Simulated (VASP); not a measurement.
Here is the system:

```
WSe2
1.0
    1.73691    -3.00841     0.00000
    1.73691     3.00841     0.00000
    0.00000     0.00000    13.84697
W Se
2 4
Cartesian
  1.73691   1.00281   3.46174
  1.73691  -1.00281  10.38523
  1.73691   1.00281  12.10460
  1.73691  -1.00281   5.18111
  1.73691  -1.00281   1.74237
  1.73691   1.00281   8.66586
```

Computed with vdW-DF2, VASP's PBE PAW potentials (set 64) (plane waves; VASP 6.6.1). Run with 520 eV cut-off, 7×7×2 Γ-centred mesh, Gaussian smearing of 0.050 eV, potentials W_sv Se.

### Question
The ions and cell shape at fixed volume are relaxed. Give the cell that the relaxation ends in.

### Answer

```
WSe2
1.0
    1.72593    -2.98940     0.00000
    1.72593     2.98940     0.00000
    0.00000     0.00000    14.02359
W Se
2 4
Direct
  0.33333   0.66667   0.25000
  0.66667   0.33333   0.75000
  0.33333   0.66667   0.87130
  0.66667   0.33333   0.37130
  0.66667   0.33333   0.12870
  0.33333   0.66667   0.62870
```
Space group P6_3/mmc (194), at a tolerance of 0.03 Å.

### Question
How much energy does the relaxation gain?

### Answer
The energy (σ→0) changes by -4.5 meV/atom, in 5 ionic steps.

The compound is WSe2 in the 2H layered structure. This cell is one point of a volume scan, at 1.03 of the reference volume. Symmetry was kept, so distortions that lower it aren't found.
